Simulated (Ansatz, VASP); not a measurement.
**Two plane-wave programs on Be3AgS4**

INCAR

```
SYSTEM = Be3AgS4
PREC     = Accurate       ! precision mode
ENCUT    = 600            ! plane-wave cutoff, eV
EDIFF    = 1E-6           ! SCF threshold, eV
ISMEAR   = 0              ! smearing method
SIGMA    = 0.1            ! smearing width, eV
LREAL    = .False.        ! projectors in reciprocal space
LASPH    = .True.         ! aspherical terms in the spheres
NELM     = 60             ! most SCF steps
ALGO     = Normal         ! electronic algorithm
ISIF     = 3              ! what is computed and relaxed
LWAVE    = .False.        ! write WAVECAR
LCHARG   = .False.        ! write CHGCAR
GGA      = PE             ! functional
IBRION   = 2              ! ionic algorithm
NSW      = 90             ! ionic steps
EDIFFG   = -0.04          ! ionic threshold
```

File KPOINTS:

```
regular mesh
0
Gamma
  4 4 4
  0 0 0
```

POSCAR

```
Be3AgS4
1.0
   -3.3730855300      3.3730855300      3.3730855300
    3.3730855300     -3.3730855300      3.3730855300
    3.3730855300      3.3730855300     -3.3730855300
Be Ag S
3 1 4
Direct
    0.5000000000      0.5000000000      0.0000000000
    0.0000000000      0.5000000000      0.5000000000
    0.5000000000      0.0000000000      0.5000000000
    0.0000000000      0.0000000000      0.0000000000
    0.3070741600      0.0000000000      0.0000000000
    0.0000000000      0.0000000000      0.3070741600
    0.6929258400      0.6929258400      0.6929258400
    0.0000000000      0.3070741600      0.0000000000
```

Input for Ansatz:

```yaml
crystal:
  lattice:
    - [-3.37308553, 3.37308553, 3.37308553]
    - [3.37308553, -3.37308553, 3.37308553]
    - [3.37308553, 3.37308553, -3.37308553]
  atoms:
    - { symbol: Be, position: [0.5, 0.5, 0.0] }
    - { symbol: Be, position: [0.0, 0.5, 0.5] }
    - { symbol: Be, position: [0.5, 0.0, 0.5] }
    - { symbol: Ag, position: [0.0, 0.0, 0.0] }
    - { symbol: S, position: [0.30707416, 0.0, 0.0] }
    - { symbol: S, position: [0.0, 0.0, 0.30707416] }
    - { symbol: S, position: [0.69292584, 0.69292584, 0.69292584] }
    - { symbol: S, position: [0.0, 0.30707416, 0.0] }
basis:
  ecutwfc: 420
kpoints:
  mp_grid: { grid: [4, 4, 4] }
hamiltonian:
  xc: pbe
scf:
  occupations: { method: gaussian, width: 0.1 }
  lower_state_search: "off"
output:
  forces: true
  stress: true
  eigenvalues: true
relax:
  adjacent_minimum: "off"
  f_tol: 0.04
  max_steps: 70
  cell: { stress_tol: 0.4 }
```

Change from the starting cell: species swapped into the Cs3VSe4 type (I-43m, No. 217).

Alike in both runs: task relaxation of cell and atoms; functional PBE; k mesh 4 × 4 × 4; occupations gaussian, width 0.1 eV; no spin polarisation.

|  | VASP | Ansatz |
| --- | --- | --- |
| version | VASP 6.6.1 | Ansatz 0.2.0 |
| potentials or method | VASP PAW PBE potentials, release 64 (Be, Ag, S) | scalar-relativistic, plane waves, PAW |
| plane-wave cutoff (eV) | 600 | 420 |
| valence electrons in the cell | 41 | 49 |

|  | VASP | Ansatz | Ansatz less VASP |
| --- | --- | --- | --- |
| gap on the k mesh at the Fermi level, each at its own relaxed structure (eV) | none | none | - |
| relaxed volume (Å³/atom) | 14.70 | 14.71 | +0.013 |
| relaxed cell length with the largest relative difference (Å) | 5.345 | 5.347 | +0.0016 |
| energy change over the relaxation (meV/atom) | -2427 | -2452 | -25.0 |

A gap of «none» marks a metal or a gap that the smearing closes. The two sets of potentials don't hold the same shells in valence.

Caveats: the volume moved by over 15 % at a fixed basis, so the end points are rough (VASP).
